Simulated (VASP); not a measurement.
Runs of VASP 6.6.1 on CeC. The structure is cubic, space group Fm-3m (No. 225). The conventional cell has a = 5.192 Å, b = 5.192 Å, c = 5.192 Å, α = 90.00°, β = 90.00°, γ = 90.00°. Ce (site symmetry m-3m) is surrounded by 6 C at 2.60 Å. C (site symmetry m-3m) is surrounded by 6 Ce at 2.60 Å. The cell comes from a database or a generator and needn't be the stable form of this composition.

```csv
task,cell,gap on the mesh (eV),pressure (GPa),moment (μB)
electric field gradients,as given,none,0.0,0.00
electric field gradients,"volume scaled by 1.05, PAW files",none,(a),0.00
electric field gradients,"volume scaled by 0.95, PAW files",none,6.5,0.00
single point,as given,none,0.0,0.00
```

Alike in all rows: level PBE; potentials or basis VASP PAW PBE potentials, release 64 (Ce, C); spin collinear, typed start; k mesh 12 × 12 × 12; cutoff (eV) 520; smearing fermi-dirac 0.08 eV.

**Question.** Estimate the missing entries.

**Answer.** (a) -5.1.

Caveats: the magnetic or orbital state may not be the lowest; spin-orbit coupling is left out, which moves the levels of the heavy elements; without U or exact exchange the open f shell lies at the Fermi level, which spoils levels, moments and volumes.

A k mesh can miss the band edges, and the runs leave out spin-orbit coupling on Ce.

A gap of «none» marks a metal or a gap under the smearing width.
